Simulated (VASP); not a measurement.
Computed with r2SCAN meta-GGA with spin-orbit coupling, VASP's PBE PAW potentials (set 64) (plane waves; VASP 6.6.1).

A VASP calculation is set up with these files.

**INCAR**
```
# general
SYSTEM     = Sn
PREC       = Accurate
ENCUT      = 400
LREAL      = .FALSE.
LASPH      = .TRUE.

# electronic loop
EDIFF      = 1E-6
NELM       = 100
ALGO       = Normal
LMAXMIX    = 4
LMIXTAU    = .TRUE.

# smearing
ISMEAR     = 0
SIGMA      = 0.05

# functional
METAGGA    = R2SCAN
GGA_COMPAT = .FALSE.

# spin
MAGMOM     = 0 0 0
LSORBIT    = .TRUE.

# output
LWAVE      = .FALSE.
LCHARG     = .FALSE.
```

File POSCAR:
```
Sn
1
    3.0580652506     0.0000000000    -0.0000000000
   -0.0000000000     3.0580652506    -0.0000000000
   -0.0000000000     0.0000000000     3.0580652506
Sn
1
Direct
  0.0000000000   0.0000000000   0.0000000000
```

### KPOINTS_OPT
```
k-points along high-symmetry lines
8
Line-mode
Reciprocal
  0.000000   0.000000   0.000000 ! GAMMA
  0.000000   0.500000   0.000000 ! X

  0.000000   0.500000   0.000000 ! X
  0.500000   0.500000   0.000000 ! M

  0.500000   0.500000   0.000000 ! M
  0.000000   0.000000   0.000000 ! GAMMA

  0.000000   0.000000   0.000000 ! GAMMA
  0.500000   0.500000   0.500000 ! R

  0.500000   0.500000   0.500000 ! R
  0.000000   0.500000   0.000000 ! X

  0.500000   0.500000   0.500000 ! R
  0.500000   0.500000   0.000000 ! M
```

KPOINTS:
```
Automatic mesh
0
Gamma
11 11 11
0 0 0
```

POTCAR, in this order: Sn_d (PBE.64 set). Program: vasp_ncl.

**Question.** Predict the energy per atom (σ→0), band gap (over mesh and band path).

**Answer.** 
The energy per atom (σ→0) comes out as -24.645 eV/atom. The band gap (over mesh and band path) is none (metal, semimetal or under 0.01 eV).

### OSZICAR
```
...
DAV:  12    -0.246452806038E+02   -0.25350E-03   -0.93441E-05  2626   0.105E-01    0.796E-03
DAV:  13    -0.246453028617E+02   -0.22258E-04   -0.43462E-06  2446   0.240E-02    0.593E-03
DAV:  14    -0.246453066935E+02   -0.38317E-05   -0.56718E-07  1962   0.111E-02    0.544E-03
DAV:  15    -0.246453181170E+02   -0.11424E-04   -0.26031E-06  2112   0.192E-02    0.489E-03
DAV:  16    -0.246453196922E+02   -0.15752E-05   -0.11139E-06  2130   0.158E-02    0.206E-03
DAV:  17    -0.246453199132E+02   -0.22093E-06   -0.16130E-07  1628   0.577E-03
   1 F= -.24645320E+02 E0= -.24644710E+02  d E =-.122060E-02  mag=     0.0000     0.0000     0.0000
       N       E                     dE             ncg
```

The structure was generated: Sn was put into the simple-cubic type (Pm-3m), which need not be its known phase. It was relaxed first, which changed the volume by -5 %.
